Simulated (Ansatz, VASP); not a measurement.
Ta3Ag in VASP and in Ansatz

```
CELL_PARAMETERS angstrom
5.88625 0.00000 0.00000
-2.94313 5.09765 0.00000
0.00000 0.00000 4.83645
ATOMIC_POSITIONS crystal
Ta 0.83544 0.67088 0.25000
Ta 0.16456 0.83544 0.75000
Ta 0.32912 0.16456 0.25000
Ta 0.16456 0.32912 0.75000
Ta 0.83544 0.16456 0.25000
Ta 0.67088 0.83544 0.75000
Ag 0.33333 0.66667 0.25000
Ag 0.66667 0.33333 0.75000
```

Alike in both runs: functional PBE; k mesh 3 × 3 × 4; occupations gaussian, width 0.1 eV; no spin polarisation.

Ansatz relaxed the structure, and its values are those at the end. VASP's run is a single point on that final structure, the one shown.

|  | VASP | Ansatz |
| --- | --- | --- |
| version | VASP 6.6.1 | Ansatz 0.2.0 |
| potentials or method | VASP PAW PBE potentials, release 64 (Ta_pv, Ag) | scalar-relativistic, plane waves, PAW |
| plane-wave cutoff (eV) | 520 | 420 |
| valence electrons in the cell | 88 | 116 |

```tsv
	VASP	Ansatz	Ansatz less VASP
gap on the k mesh at the Fermi level (eV)	none	none	-
pressure (GPa)	-0.3	-0.3	+0.02
rms of the force components (eV/Å)	0.015	0.012	-0.0029
```

A gap of «none» marks a metal or a gap that the smearing closes. The two sets of potentials don't hold the same shells in valence.

Caveats: the k mesh is coarse (spacing up to 0.41 Å⁻¹), so the values aren't converged. Spin-orbit coupling is left out, which matters for the levels of Ta.
